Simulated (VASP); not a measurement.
Level of theory: r2SCAN meta-GGA, VASP's PBE PAW potentials (set 64) (plane waves; VASP). Each cell was relaxed at this level, without spin-orbit coupling.

Task: Which of these comes out without a gap?
A) BeTe, F-43m (216)
B) TiO2, P4_2/mnm (136)
C) CuZn, Pm-3m (221)
D) KI, Fm-3m (225)

Result: C, CuZn, Pm-3m (221). The others have gaps of 2.37 eV (BeTe, F-43m (216)), 2.21 eV (TiO2, P4_2/mnm (136)), 4.57 eV (KI, Fm-3m (225)).
